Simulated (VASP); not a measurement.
Shape and ions are relaxed at each volume.

Energy against volume of Hf (hcp). Method: vdW-DF-cx, VASP's PBE PAW potentials (set 64) (plane waves; VASP).

```csv
V (Å³/atom),E (eV/atom)
20.366,-7.76851
21.016,-7.79165
21.666,-7.79898
22.316,-7.79233
22.966,-7.77335
```

Problem. Fit a third-order Birch-Murnaghan equation of state.

Solution. 
```json
{
 "volume_per_atom": "21.67 Å³/atom",
 "bulk_modulus": "115 GPa",
 "pressure_derivative_of_the_bulk_modulus": "3.13"
}
```

Measured: bulk modulus 110 GPa at 0 K (computed value off by +4.5 %), as given by Vázquez-Parga, Fernández-Martínez, Viñes, J. Chem. Theory Comput. (2023), doi:10.1021/acs.jctc.3c00612, Supporting … [zero-point energy and finite temperature contributions removed].

The compound is Hf in the hcp structure. It was relaxed first.
